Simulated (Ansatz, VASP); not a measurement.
# Cross-check of BN between VASP and Ansatz, part 2 of 3

One calculation is typed for both programs; each brings its own data sets. How far apart do they land? The cell is taken from a series of runs on this material, whose earlier steps may have relaxed, scaled, displaced or heated it; both programs get it as it stands.

VASP 6.6.1 and Ansatz 0.2.0.

So far: The structure; VASP: zone-centre phonons, LDA, pair 1.

### Step 3. Ansatz: zone-centre phonons, LDA, pair 1

Level of this step: Ansatz beside VASP: Kohn-Sham DFT, plane waves, LDA (Ansatz).

Ansatz runs on its PAW soft_1 files.

The same cell, functional (in two slightly different forms) and mesh now go to Ansatz, which takes its cutoff from its data sets.

Contents of input.yaml:

```yaml
crystal:
  lattice:
    - [-0.0088215924, 1.7808476542, 1.7941101195]
    - [1.7808476542, -0.0088215924, 1.7941101195]
    - [1.7720260618, 1.7720260618, 0.0]
  atoms:
    - { symbol: B, position: [-0.0001618148, -0.0001618148, 0.0001618148] }
    - { symbol: "N", position: [0.2501618148, 0.2501618148, 0.2498381852] }
kpoints:
  mp_grid: { grid: [12, 12, 12] }
hamiltonian:
  xc: lda
  pseudopotentials: { kind: paw, azcp: { folder: soft_1 }, xc_functional: pbe }
scf:
  occupations: { method: fixed }
output:
  eigenvalues: true
phonons:
  method: dfpt
  dielectric: true
  rigid_motions: translations
```

Started as:

```bash
> ansatz run input.yaml --threads 4 --pin off --max-ram 10240MiB --backend cpu --events-out ev --progress --plain --runs-dir out
```

Numbers of over 12 decimals in the logs are rounded to 6 here.

The log of the run:

```text
Engine: ansatz 0.2.0, aarch64-unknown-linux-gnu
Pseudopotentials: kind: paw
Pseudopotential: B, paw, valence charge 3, recommended cutoff 420 eV (normal), soft_1/B.paw.azcp
Pseudopotential: N, paw, valence charge 5, recommended cutoff 420 eV (normal), soft_1/N.paw.azcp
Functional definition: SPW92
  exchange = slater_x
  correlation = pw_c
Crystal: 2 atoms, lattice volume = 11.379 Å³
Basis set: ecut = 420 eV, 229 PW (Γ), exchange–correlation on 36×36×36 points (8 copies of the dense FFT grid, shifted against one another)
Bands: 8, of which v1, the nominal top of the filled ones, is band 4 counted from 1 (3 counted from 0)
Symmetry: 4 space group operations
k-points: 868 of 1728 (irreducible under 1 space group operation, time reversal used)
Non-local potential: B, projectors of the file, l = 0: 2, l = 1: 2, l = 2: 1
Non-local potential: N, projectors of the file, l = 0: 2, l = 1: 2, l = 2: 1
PAW form: soft (Blöchl's): semilocal exchange-correlation on the pseudo side does not see the compensation charge
PAW frozen core: B, regenerated for the run's functional, and the local potential with it (the file was generated under x = pbe(κ = 0.804, μ = 0.219515), c = pbe(β = 0.066725))
PAW frozen core: N, regenerated for the run's functional, and the local potential with it (the file was generated under x = pbe(κ = 0.804, μ = 0.219515), c = pbe(β = 0.066725))
PAW one-centre angular grid: B, 110 points (default); XC on 64 Gauss nodes
PAW one-centre angular grid: N, 110 points (default); XC on 64 Gauss nodes
Initial density: superposition of atomic densities (chi_scale 0.1, normalization cell, long waves kept (reshape's long-wave potential 0.00 eV rms))
Initial wavefunctions: pseudopotential atomic-orbital guess
Functional: x = slater, c = lda
SCF iter   1: F=—  HF=-527.260671 eV  |F-HF|=—  |Δ(HF+E_count)|=         —  Δρ=1.52e-1  dr2=2.07e0  ethr=3.10e-3  ⟨swp⟩=3.9  Hψ=39333  notcnv=0  defer=1413
preconditioner: auto → none  [insulator: Δε(μ)=5.814 eV  Ē_g=20.774 eV  n_scr=0 (ndim 8)  ℏωp=31.1 eV  f_vac=0.000  ε∞_Penn≈3.2]
SCF iter   2: F=—  HF=-526.552325 eV  |F-HF|=—  |Δ(HF+E_count)|=   7.08e-1  Δρ=6.50e-2  dr2=2.67e-1  ethr=3.10e-3  ⟨swp⟩=2.0  Hψ=20391  notcnv=0  defer=216
SCF iter   3: F=—  HF=-526.477494 eV  |F-HF|=—  |Δ(HF+E_count)|=   7.48e-2  Δρ=2.18e-2  dr2=3.32e-2  ethr=3.10e-3  ⟨swp⟩=3.0  Hψ=12191  notcnv=0  defer=1471
SCF iter   4: F=—  HF=-526.467774 eV  |F-HF|=—  |Δ(HF+E_count)|=   9.72e-3  Δρ=2.93e-3  dr2=3.27e-4  ethr=4.15e-4  ⟨swp⟩=3.0  Hψ=12198  notcnv=0  defer=1724
SCF iter   5: F=—  HF=-526.467755 eV  |F-HF|=—  |Δ(HF+E_count)|=   1.87e-5  Δρ=1.69e-4  dr2=1.43e-6  ethr=4.09e-6  ⟨swp⟩=3.0  Hψ=11048  notcnv=0  defer=1736
SCF iter   6: F=—  HF=-526.467755 eV  |F-HF|=—  |Δ(HF+E_count)|=   1.83e-7  Δρ=1.49e-5  dr2=5.44e-9  ethr=1.78e-8  ⟨swp⟩=2.5  Hψ=10405  notcnv=0  defer=102
SCF iter   7: F=-526.467755 eV  HF=-526.467755 eV  |F-HF|=1.10e-11  |Δ(HF+E_count)|=  2.03e-10  Δρ=7.33e-7  dr2=3.01e-11  ethr=1.25e-12  ⟨swp⟩=5.6  Hψ=41975  notcnv=0
SCF 1 converged in 7 iterations: F = -526.467755 eV  dr2 = 3.01e-11
  greatest PAW one-centre occupation: 0.785 electrons in one spin orbital (limit 2), on the N atom at site 1 (counted from 0), in its partial waves of l = 0
NSCF: frozen V_eff on 4 k-points
DFPT response loops at Γ: preconditioner auto → none (the input reference at scf.mixing.eps_inf says where Resta's filter doesn't serve); β = 0.50; Broyden in place of MSR1
SCF converged after 7 iterations
Free energy (F): -526.467755 eV
Harris-Foulkes:  -526.467755 eV  (|F-HF|=1.10e-11)
Internal energy: -526.467755 eV  (E = F + TS)
E sigma→0 (E₀):  -526.467755 eV
Fermi energy:    11.577805 eV
--- Per-component energies (eV) ---
  E_band       = 28.045535
  E_kinetic    = 185.435990
  E_local      = -156.246283  (includes V_loc(G=0)·N_el)
  E_nonlocal   = 44.197371
  E_hartree    = 47.569280
  E_xc         = -92.913584
  E_vxc        = -115.360536  (∫ρ·V_xc dr)
  E_paw        = -191.786352  (= ΣΔE_a)
  E_vpaw       = -25.120415  (= ΣTr[D̂ρ^β])
  E_aug_tail   = 0.000896  (compensation charges beyond the density's cutoff)
  E_ewald      = -362.850952
  E_core_change = 0.125878  (= ΣΔE_core)
  E_smearing   = -0.000000  (= −TS)
  E_closure    = 0.000000  (closes the sum)
  Σ components = -526.467755   (vs F -526.467755, Δ=0.00e0)
--- Band table (eV; the first three rows and the last of 868) ---
  k-point 0: bands = ["-8.9850", "11.4665", "11.5113", "11.5778", "20.2376", "20.4012", "20.4975", "22.5568"]
  k-point 1: bands = ["-8.8088", "10.6214", "11.3079", "11.3210", "20.5305", "20.6237", "20.7823", "23.1025"]
  k-point 2: bands = ["-8.2861", "8.4931", "10.8261", "10.8640", "21.0381", "21.2109", "21.4077", "24.3462"]
  k-point 867: bands = ["-4.4778", "0.4840", "9.3998", "9.5139", "22.1000", "22.2410", "22.2901", "26.9084"]
--- Phonons (Γ-DFPT): 4 representative perturbations + reference, on 868 of 1728 k-points (Σ response iterations 12) ---
  k mesh reduced under 1 symmetry operation, with k and −k counted as one. Each operation leaves every solved perturbation unchanged. A smaller set is not considered because the run solves the response to a homogeneous field
  ASR residual: 1.017e-4 → 0.000e0 eV/Å²; symmetrization residual: 1.860e-7 eV/Å²
  ASR residual per site (eV/Å²): 1.02e-4 2.64e-5
  Γ frequencies (cm⁻¹): 0.00 0.00 0.00 1065.26 1074.46 1091.34
  ε∞ (high-frequency dielectric tensor):
        4.548646    -0.027141    -0.000000
       -0.027141     4.548646    -0.000000
       -0.000000    -0.000000     4.582984
  ε⁰ (static dielectric tensor: ions relaxed, cell fixed):
        6.675155    -0.097585    -0.000000
       -0.097585     6.675155    -0.000000
       -0.000000    -0.000000     6.769735
  ε⁰ − ε∞ (ionic part):
        2.126509    -0.070443    -0.000000
       -0.070443     2.126509    -0.000000
       -0.000000    -0.000000     2.186751
  softest optical mode at Γ: 1065.26 cm⁻¹; the repairs (sum rule, projections) moved no ω² at Γ by more than (1.81 cm⁻¹)²
  Born effective charges Z* (e; rows j = field, columns β = displacement):
    site 0:
         1.86719   -0.00835   -0.00000
        -0.00835    1.86719   -0.00000
        -0.00000   -0.00000    1.88734
    site 1:
        -1.86719    0.00835    0.00000
         0.00835   -1.86719    0.00000
         0.00000    0.00000   -1.88734
  Z* charge neutrality: 3.233e-6 e pre-enforcement
  k-mesh period / interband length: 30.1 Å / 1.29 Å = 23.34 at k = (-0.5000, -0.5000, 0.0000), direct gap 9.423 eV — 14 or more, which is no proof of convergence
  optical modes at Γ without the LO–TO term, one row a degenerate level:
      ω (cm⁻¹)  modes    IR ((D/Å)²/amu)
       1065.26      1            13.3012
       1074.46      1            13.4692
       1091.34      1            13.0654
  optical modes at Γ + LO–TO along q̂ = [1.0000, 0.0000, 0.0000]:
      ω (cm⁻¹)  modes    IR ((D/Å)²/amu)
       1074.46      1            13.4692
       1077.82      1            13.1944
       1306.65      1            13.1722
  optical modes at Γ + LO–TO along q̂ = [0.0000, 1.0000, 0.0000]:
      ω (cm⁻¹)  modes    IR ((D/Å)²/amu)
       1074.46      1            13.4692
       1077.82      1            13.1944
       1306.65      1            13.1722
  optical modes at Γ + LO–TO along q̂ = [0.0000, 0.0000, 1.0000]:
      ω (cm⁻¹)  modes    IR ((D/Å)²/amu)
       1065.26      1            13.3012
       1091.34      1            13.0654
       1305.88      1            13.4692
```

The column dr2 measures how far the density is from self-consistency, as an energy; F and HF (Harris–Foulkes) agree once it is small.

### Step 4. Differences

Known differences besides the potentials themselves: fixed occupations in Ansatz, narrow Gaussian smearing in VASP; the cutoff is 420 eV in Ansatz and 600 eV in VASP; VASP's log shows a relativistic correction to its local exchange, Ansatz's none. Total energies have different zeros and are not compared.

The two programs side by side:

| quantity | Ansatz | VASP | difference |
| --- | --- | --- | --- |
| ε∞ xx | 4.55 | 4.54 | +0.11 % |
| ε∞ yy | 4.55 | 4.54 | +0.11 % |
| ε∞ zz | 4.58 | 4.58 | +0.12 % |
| Born charge of B1 (mean of the diagonal) (e) | 1.87 | 1.87 | 0.00 |
| Born charge of N2 (mean of the diagonal) (e) | -1.87 | -1.87 | 0.00 |
| optical mode 1 (cm⁻¹) | 1065.3 | 1069.2 | -0.37 % |
| optical mode 2 (cm⁻¹) | 1074.5 | 1078.6 | -0.38 % |
| optical mode 3 (cm⁻¹) | 1091.3 | 1095.2 | -0.35 % |

Modes are paired by rising frequency, not by their patterns, so a pair may set unlike modes beside each other; they are those without the splitting of longitudinal modes.

### Step 5. VASP: zone-centre phonons, LDA, pair 2

Second derivatives magnify differences that forces hide, and they need a tight electronic threshold. The cell compared in this pair holds 11.40 Å³, against 11.38 Å³ for the pair before.

Contents of INCAR:

```
SYSTEM = BN
PREC = Accurate
ENCUT = 600
EDIFF = 1E-08
NELM = 120
ISMEAR = 0
SIGMA = 0.01
LREAL = .FALSE.
ALGO = Normal
GGA = PW92
NBANDS = 10
LORBIT = 11
LWAVE = .FALSE.
LCHARG = .FALSE.
ISIF = 2
IBRION = 8
LEPSILON = .TRUE.
LASPH = .TRUE.
GGA_COMPAT = .FALSE.
EFERMI = MIDGAP
KPAR = 2
```

Contents of POSCAR:

```
BN
1.0
    0.0000000000      1.7933874828      1.7720260618
    1.7933874828      0.0000000000      1.7720260618
    1.7933874828      1.7933874828      0.0000000000
B N
1 1
Direct
    0.0000000000      0.0000000000      0.0000000000
    0.2500000000      0.2500000000      0.2500000000
```

Contents of KPOINTS:

```
Automatic mesh
0
Gamma
12 12 12
0 0 0
```

The projector-augmented-wave data sets are B and N (LDA family, release 64).

Started as:

```bash
> mpirun -np 2 vasp_std
```

The log of the run:

```text
[banner, memory and clock lines left out]
running    2 mpi-ranks, on    1 nodes
[...]
[... a notice as in an earlier step ...]

 LDA part: xc-table for (Slater(with rela. corr.)+PW92), standard interpolation
 POSCAR, INCAR and KPOINTS ok, starting setup
[...]
entering main loop
       N       E                     dE             d eps       ncg     rms          rms(c)
DAV:   1     0.109096794688E+02    0.10910E+02   -0.55360E+03  3356   0.887E+02
DAV:   2    -0.201395725411E+02   -0.31049E+02   -0.30082E+02  3838   0.171E+02
DAV:   3    -0.206361792816E+02   -0.49661E+00   -0.49548E+00  3842   0.186E+01
DAV:   4    -0.206367885754E+02   -0.60929E-03   -0.60928E-03  3542   0.774E-01
[...]
DAV:  11    -0.194348907686E+02   -0.47215E-06   -0.17432E-06  3654   0.964E-03    0.613E-03
DAV:  12    -0.194348906997E+02    0.68842E-07   -0.48993E-07  3536   0.443E-03    0.220E-04
DAV:  13    -0.194348907006E+02   -0.87232E-09   -0.76249E-09  2054   0.900E-04
   1 F= -.19434891E+02 E0= -.19434891E+02  d E =0.000000E+00
[...]
RMM:  10    -0.227389469043E+00   -0.28137E-09   -0.10120E-08 12460   0.174E-05    0.353E-07
 first order change of Fermi-energy   0.22036E-04
 force on displaced ion       2 direction 1 : -26.001   0.000   0.000
 Born effective charge ion    2 direction 1 :  -1.882   0.000   0.000
 Linear response progress:
  Degree of freedom:   4/  4
       N       E                     dE             d eps       ncg     rms          rms(c)
RMM:   1    -0.230416064500E+00   -0.23042E+00    0.98521E-02 11313   0.332E+00
RMM:   2    -0.224263696052E+00    0.61524E-02   -0.19845E-03  8651   0.439E-01    0.232E-01
RMM:   3    -0.225257811004E+00   -0.99411E-03   -0.40412E-04  8326   0.162E-01    0.125E-01
RMM:   4    -0.227324003905E+00   -0.20662E-02   -0.38241E-04  8036   0.157E-01    0.234E-02
[...]
RMM:   8    -0.227394971041E+00    0.19987E-06   -0.56504E-09  9348   0.392E-05    0.192E-05
RMM:   9    -0.227394915077E+00    0.55964E-07   -0.59125E-09  9628   0.347E-05    0.924E-07
RMM:  10    -0.227394912959E+00    0.21178E-08   -0.57081E-09  7252   0.216E-05    0.486E-07
 first order change of Fermi-energy   0.90335E-03
 force on displaced ion       2 direction 3 :  -0.000  -0.000 -26.304
 Born effective charge ion    2 direction 3 :   0.000   0.000  -1.849
 Born effective charges drift removed
 Linear response finished
```

From OUTCAR (step 5):

```text
  Total        0.0299122      0.0299122      0.5635581      0.0000000      0.0000000      0.0000000
  in kB        4.2044625      4.2044625     79.2138058      0.0000000      0.0000000      0.0000000
  external PRESSURE =      29.2075769 kB  Pullay stress =       0.0000000 kB

 POSITION                                       TOTAL-FORCE (eV/Angst)
 -----------------------------------------------------------------------------------
      0.00000      0.00000      0.00000        -0.000000     -0.000000      0.000000
      0.89669      0.89669      0.88601         0.000000      0.000000     -0.000000
 -----------------------------------------------------------------------------------
    total drift:                               -0.000001     -0.000001      0.000001

 MACROSCOPIC STATIC DIELECTRIC TENSOR (including local field effects in DFT)
 ------------------------------------------------------
           4.574292     0.000000     0.000000
           0.000000     4.574292     0.000000
           0.000000     0.000000     4.519830
 ------------------------------------------------------

 MACROSCOPIC STATIC DIELECTRIC TENSOR IONIC CONTRIBUTION
 ------------------------------------------------------
           2.161490     0.000000     0.000000
           0.000000     2.161490    -0.000000
           0.000000    -0.000000     2.064398
 ------------------------------------------------------

[... 2 further parts left out ...]
```

### Step 6. Ansatz: zone-centre phonons, LDA, pair 2

The same cell, functional (in two slightly different forms) and mesh now go to Ansatz, which takes its cutoff from its data sets.

The cell is taken from a series of runs on this material, whose earlier steps may have relaxed, scaled, displaced or heated it; both programs get it as it stands.

input.yaml, the sections that differ from step 3:

```yaml
crystal:
  lattice:
    - [0.0, 1.7933874828, 1.7720260618]
    - [1.7933874828, 0.0, 1.7720260618]
    - [1.7933874828, 1.7933874828, 0.0]
  atoms:
    - { symbol: B, position: [0.0, 0.0, 0.0] }
    - { symbol: "N", position: [0.25, 0.25, 0.25] }
# kpoints, hamiltonian, scf, output, phonons: as in step 3
```

Started as:

```bash
> ansatz run input.yaml --threads 4 --pin off --max-ram 10240MiB --backend cpu --events-out ev --progress --plain --runs-dir out
```

The log of the run:

```text
[...]
Crystal: 2 atoms, lattice volume = 11.399 Å³
Basis set: ecut = 420 eV, 229 PW (Γ), exchange–correlation on 36×36×36 points (8 copies of the dense FFT grid, shifted against one another)
Bands: 8, of which v1, the nominal top of the filled ones, is band 4 counted from 1 (3 counted from 0)
Symmetry: 8 space group operations
k-points: 868 of 1728 (irreducible under 1 space group operation, time reversal used)
[...]
optical modes at Γ + LO–TO along q̂ = [1.0000, 0.0000, 0.0000]:
      ω (cm⁻¹)  modes    IR ((D/Å)²/amu)
[...]
optical modes at Γ + LO–TO along q̂ = [0.0000, 1.0000, 0.0000]:
      ω (cm⁻¹)  modes    IR ((D/Å)²/amu)
[...]
1078.93      1            12.9872
       1303.70      1            13.4442
  optical modes at Γ + LO–TO along q̂ = [0.0000, 0.0000, 1.0000]:
      ω (cm⁻¹)  modes    IR ((D/Å)²/amu)
       1072.52      2            26.8884
       1304.28      1            12.9872
[key lines of the parts left out:]
SCF converged after 7 iterations
Free energy (F): -526.468479 eV
Fermi energy:    11.570586 eV
```

### Step 7. Differences

Both answers:

| quantity | Ansatz | VASP | difference |
| --- | --- | --- | --- |
| ε∞ xx | 4.58 | 4.57 | +0.12 % |
| ε∞ yy | 4.58 | 4.57 | +0.12 % |
| ε∞ zz | 4.53 | 4.52 | +0.12 % |
| Born charge of B1 (mean of the diagonal) (e) | 1.87 | 1.87 | 0.00 |
| Born charge of N2 (mean of the diagonal) (e) | -1.87 | -1.87 | 0.00 |
| optical mode 1 to 2 (cm⁻¹) | 1072.5 | 1076.6 | -0.38 % |
| optical mode 3 (cm⁻¹) | 1078.9 | 1082.9 | -0.36 % |

Modes are paired by rising frequency, not by their patterns, so a pair may set unlike modes beside each other; they are those without the splitting of longitudinal modes.

[end of part 2 of 3]

[Lines on the potential files, build, host, timing and source positions are cut from VASP's logs without a mark.]

[Logs are printed without paths, hosts, clocks, repeated set-up lines and the standing remarks that a program may print on its own settings, such as how far it seeks lower states.]

[Hosts, paths, dates, database ids (printed as entryN), source tags and the programs' standing remarks are cut or masked in the printed files.]
